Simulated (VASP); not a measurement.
Crystal: PtF2.

```
Pt F
1.0
     0.00000    2.55255    2.55255
     2.55255    0.00000    2.55255
     2.55255    2.55255    0.00000
Pt F
1 2
Direct
  0.00000 0.00000 0.00000
  0.25000 0.25000 0.25000
  0.75000 0.75000 0.75000
```

The cell comes from a database or a generator and needn't be the stable form of this composition.

Base run:

```yaml
Program: VASP 6.6.1
Functional: PBE
Potentials_or_basis: VASP PAW PBE potentials, release 64 (Pt, F)
Cutoff: 520 eV
k_mesh: 6 × 6 × 6
Occupations: gaussian, width 0.05 eV
Spin: collinear spin, ferromagnetic start
Starting_moments: "[0.5, 0.0, 0.0] μB"
Hubbard_terms: Pt d U = 3 eV
```

Its results: pressure 35.8 GPa; site moments Pt +1.59; F +0.22 μB.

Question: After a change of settings the same cell gave: pressure 32.0 GPa; site moments Pt +0.80; F +0.10 μB. Which change was it?
A. hubbard terms from Pt d U = 3 eV to none; further incar settings from ALGO = Normal; EDIFF = 1e-06; NBANDS = 23 to ALGO = Fast; EDIFF = 1e-07; NBANDS = 23
B. further incar settings from ALGO = Normal; EDIFF = 1e-06; NBANDS = 23 to ALGO = Normal; EDIFF = 1e-07; NBANDS = 23; fixed moment from none to 1 μB
C. hubbard terms from Pt d U = 3 eV to none; further incar settings from ALGO = Normal; EDIFF = 1e-06; NBANDS = 23 to ALGO = Normal; EDIFF = 1e-07; NBANDS = 23
D. hubbard terms from Pt d U = 3 eV to none; further incar settings from ALGO = Normal; EDIFF = 1e-06; NBANDS = 23 to ALGO = Normal; EDIFF = 1e-07

Answer: B.

Caveats: a pressure of tens of GPa on the cell as given is suspect, and the run, the potentials or the cell itself is likely at fault; the total moment is fixed, so each spin has its own Fermi level (some runs).
